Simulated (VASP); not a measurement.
All values below come from r2SCAN meta-GGA, VASP's PBE PAW potentials (set 64) (plane waves; VASP).

Input for VASP

### INCAR
```
SYSTEM = SnO
PREC = Accurate; ENCUT = 520; LREAL = .False.
LASPH = .True.
EDIFF = 1E-6; NELM = 100; ALGO = Normal
LMAXMIX = 4; LMIXTAU = .True.
ISMEAR = 0; SIGMA = 0.05
METAGGA = R2SCAN
IBRION = 2; NSW = 60; ISIF = 3
EDIFFG = -0.02
LWAVE = .False.; LCHARG = .False.
```

### KPOINTS
```
Automatic mesh
0
G
5 5 4
0 0 0
```

**POSCAR**
```
SnO
1.0
  3.8124596542   0.0000000000   0.0000000000
  0.0000000000   3.8124596542   0.0000000000
  0.0000000000   0.0000000000   4.8956549610
Sn O
2 2
Cart
  1.9062298271   0.0000000000   3.7434148113
  0.0000000000   1.9062298271   1.1522401497
  1.9062298271   1.9062298271   0.0000000000
  0.0000000000   3.8124596542   0.0000000000
```

POTCAR, in this order: Sn_d O (PBE.64 set). Program: vasp_std.

The run wrote:

### OSZICAR
```
       N       E                     dE             d eps       ncg     rms          rms(c)
DAV:   1     0.366682247534E+03    0.36668E+03   -0.21288E+04   864   0.261E+03
DAV:   2    -0.185470852421E+02   -0.38523E+03   -0.37948E+03   928   0.596E+02
DAV:   3    -0.767864422272E+02   -0.58239E+02   -0.56880E+02  1032   0.200E+02
DAV:   4    -0.791004214511E+02   -0.23140E+01   -0.23115E+01  1000   0.450E+01
DAV:   5    -0.791651533349E+02   -0.64732E-01   -0.64725E-01  1144   0.749E+00    0.111E+01
DAV:   6    -0.686558415908E+02    0.10509E+02   -0.16362E+01  1320   0.555E+01    0.409E+00
DAV:   7    -0.662709984175E+02    0.23848E+01   -0.23896E+00   904   0.109E+01    0.251E+00
DAV:   8    -0.695538117321E+02   -0.32828E+01   -0.13502E+00   952   0.117E+01    0.978E-01
DAV:   9    -0.667347631513E+02    0.28190E+01   -0.59907E-01   880   0.621E+00    0.416E-01
DAV:  10    -0.668914015455E+02   -0.15664E+00   -0.15552E-01   952   0.321E+00    0.324E-01
DAV:  11    -0.668455649669E+02    0.45837E-01   -0.35927E-02  1000   0.158E+00    0.201E-01
DAV:  12    -0.668986218700E+02   -0.53057E-01   -0.22882E-02  1056   0.130E+00    0.829E-02
DAV:  13    -0.669017795315E+02   -0.31577E-02   -0.46052E-03  1168   0.785E-01    0.494E-02
DAV:  14    -0.669022887747E+02   -0.50924E-03   -0.90169E-04  1352   0.263E-01    0.198E-02
DAV:  15    -0.669027630983E+02   -0.47432E-03   -0.18170E-04   960   0.130E-01    0.167E-02
DAV:  16    -0.669028053923E+02   -0.42294E-04   -0.19077E-04  1096   0.141E-01    0.343E-03
DAV:  17    -0.669028812869E+02   -0.75895E-04   -0.36861E-05   936   0.569E-02    0.254E-03
DAV:  18    -0.669028798781E+02    0.14088E-05   -0.13076E-06   800   0.123E-02    0.162E-03
DAV:  19    -0.669028900075E+02   -0.10129E-04   -0.73255E-06   824   0.291E-02    0.164E-03
DAV:  20    -0.669028903202E+02   -0.31271E-06   -0.39379E-07   576   0.721E-03
   1 F= -.66902890E+02 E0= -.66902890E+02  d E =-.669029E+02
```

### OUTCAR
```
------------------------ aborting loop because EDIFF is reached ----------------------------------------
  FORCE on cell =-STRESS in cart. coord.  units (eV):
  Direction    XX          YY          ZZ          XY          YZ          ZX
  --------------------------------------------------------------------------------------
  Total        0.0336599      0.0336599      0.0447605      0.0000000     -0.0000000      0.0000000
  in kB        0.7578821      0.7578821      1.0078240      0.0000000     -0.0000000      0.0000000
  external PRESSURE =       0.8411960 kB  Pullay stress =       0.0000000 kB
  volume of cell :       71.16
      direct lattice vectors                 reciprocal lattice vectors
     3.812459654  0.000000000  0.000000000     0.262297858  0.000000000  0.000000000
     0.000000000  3.812459654  0.000000000     0.000000000  0.262297858  0.000000000
     0.000000000  0.000000000  4.895654961     0.000000000  0.000000000  0.204262761
 POSITION                                       TOTAL-FORCE (eV/Angst)
 -----------------------------------------------------------------------------------
      1.90623      0.00000      3.74341        -0.000000      0.000000      0.015622
      0.00000      1.90623      1.15224         0.000000      0.000000     -0.015622
      1.90623      1.90623      0.00000        -0.000000      0.000000      0.000000
      0.00000      0.00000      0.00000        -0.000000     -0.000000      0.000000
 -----------------------------------------------------------------------------------
    total drift:                                0.000000      0.000000      0.000000
  FREE ENERGIE OF THE ION-ELECTRON SYSTEM (eV)
  ---------------------------------------------------
  free  energy   TOTEN  =       -66.9028903202 eV

  energy  without entropy=      -66.9028903202  energy(sigma->0) =      -66.90289032

 reached required accuracy - stopping structural energy minimisation
```
(Selected blocks of OUTCAR.)

The compound is SnO in the litharge structure. It was relaxed first. The start is the result of an earlier pass.
